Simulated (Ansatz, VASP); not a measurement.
# Cross-check of Si2W between VASP and Ansatz

Wanted: the spread between two codes on one cell, functional and k mesh. The cell is taken from a series of runs on this material, whose earlier steps may have relaxed, scaled, displaced or heated it; both programs get it as it stands. Other levels of theory on this material are compared in a session of their own.

Calculated with Ansatz 0.2.0; plane waves, with VASP 6.6.1 beside it; relaxation of cell and atoms at PBEsol.

## Step 1: Starting point

It takes space group I4/mmm (No. 139, tetragonal). The conventional cell has a = 3.203 Å, b = 3.203 Å, c = 7.817 Å, α = 90.00°, β = 90.00°, γ = 90.00°. Nearest to Si lie 5 Si at 2.59 to 2.62 Å and 5 W at 2.61 Å. Nearest to W lie 10 Si at 2.61 Å. Farther neighbours are not listed.

Coordinates:

```cif
data_structure
_symmetry_space_group_name_H-M 'I4/mmm'
_symmetry_Int_Tables_number 139
_cell_length_a 3.2029
_cell_length_b 3.2029
_cell_length_c 7.8166
_cell_angle_alpha 90.000
_cell_angle_beta 90.000
_cell_angle_gamma 90.000
_cell_volume 80.19
loop_
_atom_site_label
_atom_site_type_symbol
_atom_site_symmetry_multiplicity
_atom_site_Wyckoff_symbol
_atom_site_fract_x
_atom_site_fract_y
_atom_site_fract_z
_atom_site_occupancy
Si1 Si 4 e 0.00000 0.00000 0.33454 1
W1 W 2 a 0.00000 0.00000 0.00000 1
```

## Step 2: VASP: relaxation of cell and atoms, PBEsol

The relaxed volume is the usual yardstick between codes: in a stiff, nearly cubic crystal its relative difference is about their pressure difference at one cell divided by the bulk modulus.

Lines of VASP's logs that name or quote its potential files are left out, and so is its time.

File INCAR:

```
SYSTEM = Si2W
PREC = Accurate
ENCUT = 600
EDIFF = 1E-07
NELM = 120
ISMEAR = 1
SIGMA = 0.2
LREAL = .FALSE.
ALGO = Normal
GGA = PS
NBANDS = 13
LASPH = .TRUE.
LORBIT = 11
LWAVE = .FALSE.
LCHARG = .FALSE.
ISIF = 3
IBRION = 2
NSW = 80
EDIFFG = -0.005
GGA_COMPAT = .FALSE.
NELMIN = 4
KPAR = 2
```

File POSCAR:

```
Si2W
1.0
   -1.6014450000      1.6014450000      3.9083220000
    1.6014450000     -1.6014450000      3.9083220000
    1.6014450000      1.6014450000     -3.9083220000
Si W
2 1
Direct
    0.3345393496      0.3345393496      0.0000000000
    0.6654607783      0.6654607783      0.0000000000
    0.0000000000      0.0000000000      0.0000000000
```

File KPOINTS:

```
Automatic mesh
0
Gamma
20 20 20
0 0 0
```

The projector-augmented-wave data sets are Si and W (PBE family, release 64).

Started as:

```
> mpirun -np 2 vasp_std
```

Numbers of over 12 decimals in the logs are rounded to 6 here.

The log of the run:

```text
[banner, memory and clock lines left out]
running    2 mpi-ranks, on    1 nodes
 distrk:  each k-point on    1 cores,    2 groups
 distr:  one band on    1 cores,    1 groups

 POSCAR found type information on POSCAR SiW
 POSCAR found :  2 types and       3 ions
|                                                                             |
|               ----> ADVICE to this user running VASP <----                  |
|                                                                             |
|     You enforced a specific xc type in the INCAR file but a different       |
|     [... a line on the potential file left out ...]
|     I HOPE YOU KNOW WHAT YOU ARE DOING!                                     |
|                                                                             |

 LDA part: xc-table for (Slater+PW92), standard interpolation
 POSCAR, INCAR and KPOINTS ok, starting setup
 FFT: planning ... GRIDC
 FFT: planning ... GRID_SOFT
 FFT: planning ... GRID
 WAVECAR not read
 entering main loop
       N       E                     dE             d eps       ncg     rms          rms(c)
DAV:   1     0.331348940743E+02    0.33135E+02   -0.66057E+03 16666   0.106E+03
DAV:   2    -0.247392452204E+02   -0.57874E+02   -0.52666E+02 20135   0.203E+02
DAV:   3    -0.275699820681E+02   -0.28307E+01   -0.27264E+01 22782   0.356E+01
DAV:   4    -0.276134597636E+02   -0.43478E-01   -0.43390E-01 20122   0.490E+00
DAV:   5    -0.276141577605E+02   -0.69800E-03   -0.69773E-03 23677   0.546E-01    0.266E+01
DAV:   6    -0.268712276017E+02    0.74293E+00   -0.20888E+00 24889   0.917E+00    0.112E+01
DAV:   7    -0.267495240644E+02    0.12170E+00   -0.20664E-01 18894   0.303E+00    0.551E+00
DAV:   8    -0.267249913414E+02    0.24533E-01   -0.39732E-02 21790   0.144E+00    0.515E-01
DAV:   9    -0.267247040887E+02    0.28725E-03   -0.20719E-03 19984   0.312E-01    0.279E-01
DAV:  10    -0.267246691055E+02    0.34983E-04   -0.32990E-04 21138   0.116E-01    0.560E-02
DAV:  11    -0.267246526382E+02    0.16467E-04   -0.50017E-05 21048   0.501E-02    0.207E-02
DAV:  12    -0.267246528380E+02   -0.19981E-06   -0.17186E-06 20723   0.102E-02    0.891E-03
DAV:  13    -0.267246526171E+02    0.22094E-06   -0.11886E-07 13989   0.257E-03    0.142E-03
DAV:  14    -0.267246525906E+02    0.26443E-07   -0.11679E-08 10748   0.889E-04
   1 F= -.26724653E+02 E0= -.26724985E+02  d E =-.267247E+02
 curvature:   0.00 expect dE= 0.000E+00 dE for cont linesearch  0.000E+00
 trial: gam= 0.00000 g(F)=  0.127E-05 g(S)=  0.269E-03 ort = 0.000E+00 (trialstep = 0.100E+01)
 search vector abs. value=  0.270E-03
 bond charge predicted
       N       E                     dE             d eps       ncg     rms          rms(c)
DAV:   1    -0.267246748394E+02   -0.22222E-04   -0.66176E-03 17591   0.563E-01    0.245E-01
DAV:   2    -0.267245556040E+02    0.11924E-03   -0.23599E-04 20462   0.112E-01    0.108E-01
DAV:   3    -0.267245316959E+02    0.23908E-04   -0.31330E-05 19976   0.364E-02    0.432E-02
DAV:   4    -0.267245288193E+02    0.28766E-05   -0.72878E-06 21094   0.185E-02    0.696E-03
DAV:   5    -0.267245289480E+02   -0.12865E-06   -0.15309E-07 16171   0.281E-03    0.357E-03
DAV:   6    -0.267245293001E+02   -0.35210E-06   -0.10588E-07 11065   0.182E-03    0.118E-03
DAV:   7    -0.267245292687E+02    0.31379E-07   -0.14085E-08  9468   0.990E-04
   2 F= -.26724529E+02 E0= -.26724850E+02  d E =0.123322E-03
 trial-energy change:    0.000123  1 .order    0.000131   -0.000270    0.000532
 step:   0.3498(harm=  0.3368)  dis= 0.00006  next Energy=   -26.724700 (dE=-0.476E-04)
 bond charge predicted
       N       E                     dE             d eps       ncg     rms          rms(c)
DAV:   1    -0.267247706854E+02   -0.24139E-03   -0.27956E-03 17536   0.365E-01    0.159E-01
DAV:   2    -0.267247164103E+02    0.54275E-04   -0.10049E-04 20406   0.732E-02    0.702E-02
DAV:   3    -0.267247040075E+02    0.12403E-04   -0.13314E-05 19956   0.236E-02    0.284E-02
DAV:   4    -0.267247009854E+02    0.30221E-05   -0.31310E-06 21102   0.122E-02    0.455E-03
DAV:   5    -0.267247009417E+02    0.43731E-07   -0.64007E-08 11734   0.184E-03
   3 F= -.26724701E+02 E0= -.26725029E+02  d E =-.483511E-04
 curvature:  -0.17 expect dE=-0.146E-06 dE for cont linesearch -0.775E-07
 trial: gam= 0.00000 g(F)=  0.163E-06 g(S)=  0.702E-06 ort =-0.112E-04 (trialstep = 0.870E+00)
 search vector abs. value=  0.865E-06
 reached required accuracy - stopping structural energy minimisation
```

OUTCAR, selected parts (step 2):

```text
ion  position               nearest neighbor table
   1  0.335  0.335  0.000-   2 2.59   3 2.61   3 2.61   3 2.61   3 2.61   3 2.61   2 2.62   2 2.62
                             2 2.62   2 2.62
   2  0.665  0.665  0.000-   1 2.59   3 2.61   3 2.61   3 2.61   3 2.61   3 2.61   1 2.62   1 2.62
                             1 2.62   1 2.62
   3  0.000  0.000  0.000-   1 2.61   1 2.61   1 2.61   1 2.61   2 2.61   2 2.61   2 2.61   2 2.61
                             2 2.61   1 2.61

  LATTYP: Found a body centered tetragonal cell.
 ALAT       =     3.2028900000
 C/A-ratio  =     2.4404971760

 Subroutine GETGRP returns: Found 16 space group operations
 (whereof 16 operations were pure point group operations)

The static configuration has the point symmetry D_4h.

 Found    641 irreducible k-points:

   k-points           NKPTS =    641   k-points in BZ     NKDIM =    641   number of bands    NBANDS=     13

   dimension x,y,z NGX =    36 NGY =   36 NGZ =   36
   dimension x,y,z NGXF=    72 NGYF=   72 NGZF=   72

   ENCUT  =  600.0 eV  44.10 Ry    6.64 a.u.   9.02  9.02  9.02*2*pi/ulx,y,z

   NELECT =      14.0000    total number of electrons

 k-points in reciprocal lattice and weights: Automatic mesh
   0.00000000  0.00000000  0.00000000       0.000
   0.05000000  0.00000000 -0.00000000       0.001
   0.10000000  0.00000000  0.00000000       0.001
   0.15000000 -0.00000000  0.00000000       0.001
   0.20000000  0.00000000  0.00000000       0.001
   0.25000000  0.00000000  0.00000000       0.001
   0.30000000 -0.00000000  0.00000000       0.001
   0.35000000  0.00000000  0.00000000       0.001
   0.40000000  0.00000000 -0.00000000       0.001
[...]
-0.45000000 -0.45000000  0.45000000       0.000
   0.50000000  0.50000000  0.50000000       0.000

 average (electrostatic) potential at core
       1 -78.9541       2 -78.9541       3 -34.5005

 E-fermi :  10.5508

 k-point     1 :       0.0000    0.0000    0.0000
  band No.  band energies     occupation
    ...
      2       3.6466      2.00000
      3       6.8326      2.00000
      4       7.1612      2.00000
      5       7.7046      2.00000
      6       7.7046      2.00000
      7      11.1821     -0.00008
      8      13.4197     -0.00000
      9      13.4844     -0.00000
     10      13.7413     -0.00000
     11      13.7413     -0.00000
    ...

 k-point     2 :       0.0500    0.0000   -0.0000
  band No.  band energies     occupation
    ...
      2       3.6517      2.00000
      3       6.6633      2.00000
      4       7.1646      2.00000
      5       7.7370      2.00000
      6       7.7797      2.00000
      7      10.9744     -0.01071
      8      13.2784     -0.00000
      9      13.5377     -0.00000
     10      13.6352     -0.00000
     11      13.9786     -0.00000
    ...

 k-point     3 :       0.1000    0.0000    0.0000
  band No.  band energies     occupation
    ...
      3       6.2815      2.00000
      4       7.1597      2.00000
      5       7.8329      2.00000
      6       7.9097      2.00000
      7      10.5129      1.31424
      8      12.8575     -0.00000
      9      13.2043     -0.00000
     10      14.0375     -0.00000
     11      14.4965     -0.00000
     12      15.4160      0.00000
    ...

  Total        0.0009211      0.0009211      0.0064771      0.0000000      0.0000000      0.0000000
  in kB        0.0368546      0.0368546      0.2591571      0.0000000      0.0000000      0.0000000
  external PRESSURE =       0.1109554 kB  Pullay stress =       0.0000000 kB

  energy-cutoff  :      600.00
  volume of cell :       40.04
      direct lattice vectors                 reciprocal lattice vectors
    -1.600811956  1.600811956  3.906503199     0.000000000  0.312341495  0.127991704
     1.600811956 -1.600811956  3.906503199     0.312341495  0.000000000  0.127991704
     1.600811956  1.600811956 -3.906503199     0.312341495  0.312341495  0.000000000

 POSITION                                       TOTAL-FORCE (eV/Angst)
 -----------------------------------------------------------------------------------
      0.00000      0.00000      2.61382        -0.000000     -0.000000     -0.001298
      0.00000      0.00000      5.19919         0.000000      0.000000      0.001298
      0.00000      0.00000      0.00000         0.000000      0.000000     -0.000000
 -----------------------------------------------------------------------------------
    total drift:                                0.000000      0.000000      0.000009

  FREE ENERGIE OF THE ION-ELECTRON SYSTEM (eV)
  ---------------------------------------------------
  free  energy   TOTEN  =       -26.7247009417 eV

  energy  without entropy=      -26.7256866149  energy(sigma->0) =      -26.72502950

 reached required accuracy - stopping structural energy minimisation

 total charge
# of ion       s       p       d       tot
------------------------------------------
    1        0.736   0.896   0.000   1.632
    2        0.736   0.896   0.000   1.632
    3        0.562   0.683   4.534   5.780
--------------------------------------------------
tot          2.035   2.475   4.534   9.044

[... 3 further parts left out ...]
```

The run keeps the 16 symmetry operations of its start, so it cannot find a distortion of lower symmetry.

(Continued in part 2 of 2.)

[Lines on the potential files, build, host, timing and source positions are cut from VASP's logs without a mark.]

[Logs are printed without paths, hosts, clocks, repeated set-up lines and the standing remarks that a program may print on its own settings, such as how far it seeks lower states.]

[Hosts, paths, dates, database ids (printed as entryN), source tags and the programs' standing remarks are cut or masked in the printed files.]
